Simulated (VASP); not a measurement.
A convergence study with VASP on CrB (space group Cmcm): one setting is varied, all else stays as given below, so the limit is that of these other settings. Each run relaxes cell and ions from the cell shown.

```xyz
4
Lattice="1.4517 -3.8991 0.0000 1.4517 3.8991 0.0000 0.0000 0.0000 2.9019" Properties=species:S:1:pos:R:3 pbc="T T T"
Cr     1.4517    -2.7654     2.1765
Cr     1.4517     2.7654     0.7255
B      1.4517    -0.5064     2.1765
B      1.4517     0.5064     0.7255
```

Method: PBEsol GGA, VASP's PBE PAW potentials (set 64) (plane waves; VASP). The tightest run used: 700 eV cut-off, 12×12×11 Γ-centred mesh, first-order Methfessel-Paxton smearing of 0.10 eV, potentials Cr_pv B.

Question: The settings run are 2×2×2 mesh; 3×3×3 mesh; 4×4×4 mesh; 5×5×5 mesh; 6×6×6 mesh; 7×7×6 mesh; 8×8×7 mesh; 9×9×8 mesh; 10×10×9 mesh; 11×11×10 mesh; 12×12×11 mesh. From which on does the relaxed volume stay within 0.02 Å³/atom of the tightest run?

Answer: From 3×3×3 mesh on: it is off by 0.004 there and by no more than 0.02 in any finer run, while 2×2×2 mesh is off by 0.124.
```csv
setting,relaxed volume (Å³/atom),E (eV/atom),irreducible k-points,difference judged (Å³/atom)
2×2×2 mesh,8.256,-9.0909,6,0.124
3×3×3 mesh,8.129,-9.2169,8,0.004
4×4×4 mesh,8.147,-9.2034,21,0.015
5×5×5 mesh,8.133,-9.2156,27,0.001
6×6×6 mesh,8.128,-9.2203,52,0.005
7×7×6 mesh,8.131,-9.2172,64,0.001
8×8×7 mesh,8.132,-9.2190,84,0.001
9×9×8 mesh,8.131,-9.2179,125,0.001
10×10×9 mesh,8.132,-9.2180,155,0.000
11×11×10 mesh,8.133,-9.2174,216,0.000
12×12×11 mesh,8.132,-9.2176,258,0.000
```

Left out are rungs that failed or repeat a setting and relaxations that didn't move; long series are thinned to 24 rows.

The structure comes from a computed database's CrB entry (Cmcm); how it stands against other phases isn't given here. The run is not spin-polarised, so no magnetic state was tried.
